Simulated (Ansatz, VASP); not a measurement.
**One calculation of ScSi2, two programs**

```xyz
3
Lattice="3.6600 0.0000 0.0000 -1.8300 3.1697 0.0000 0.0000 0.0000 3.8700" Properties=species:S:1:pos:R:3 pbc="T T T"
Sc    0.0000    0.0000    0.0000
Si    1.8300    1.0566    1.9350
Si    0.0000    2.1131    1.9350
```

Alike in both runs: task single point; functional PBE; k mesh 8 × 8 × 7; occupations gaussian, width 0.1 eV; no spin polarisation.

|  | VASP | Ansatz |
| --- | --- | --- |
| version | VASP 6.6.1 | Ansatz 0.2.0 |
| potentials or method | VASP PAW PBE potentials, release 64 (Sc_sv, Si) | Ansatz PAW |
| plane-wave cutoff (eV) | 520 | 420 |
| valence electrons in the cell | 19 | 19 |

Ansatz gave:

```
gap on the k mesh at the Fermi level (eV)       : none
pressure (GPa)                                  : 25.2
largest component of the traceless stress (GPa) : 24.25
```

Problem. Estimate VASP's values.

Solution. gap on the k mesh at the Fermi level (eV): none; pressure (GPa): 25.2; largest component of the traceless stress (GPa): 24.07.

A gap of «none» marks a metal or a gap that the smearing closes. With one functional, cell and mesh, what is left measures potentials, basis and numerics.

Caveats: so large a pressure means that the cell lies far from this level's equilibrium, or that cutoff or potentials fall short.
